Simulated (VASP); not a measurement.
```yaml
crystal:
  lattice:
    - [3.27550, 0.00000, 0.00000]
    - [0.00000, 3.27550, 0.00000]
    - [0.00000, 0.00000, 3.27550]
  atoms:
    - { symbol: In, position: [0.50000, 0.50000, 0.50000] }
    - { symbol: Pd, position: [0.00000, 0.00000, 0.00000] }
```

All values below come from PBE GGA, VASP's PBE PAW potentials (set 64) (plane waves; VASP). Settings: 520 eV cut-off, 11×11×11 Γ-centred mesh, first-order Methfessel-Paxton smearing of 0.10 eV, potentials In_d Pd.

Unless said otherwise, spin-orbit coupling is left out, though it shifts the bands of the heavy elements here.

### Question
Estimate the energy per atom (σ→0), pressure, band gap (on the k-mesh) with the smallest direct gap where there is one.

### Answer

The band gap (on the k-mesh) is none (metal, semimetal or under 0.01 eV). The energy per atom (σ→0) is -4.370 eV/atom. The pressure comes out as 3.19 GPa.

The absolute energy has meaning only against runs of the same code, potentials and settings.

The compound is PdIn in the CsCl type structure. This cell is one point of a volume scan, at 0.97 of the reference volume. The electron count is odd and the run is not spin-polarised, which forces a metal.
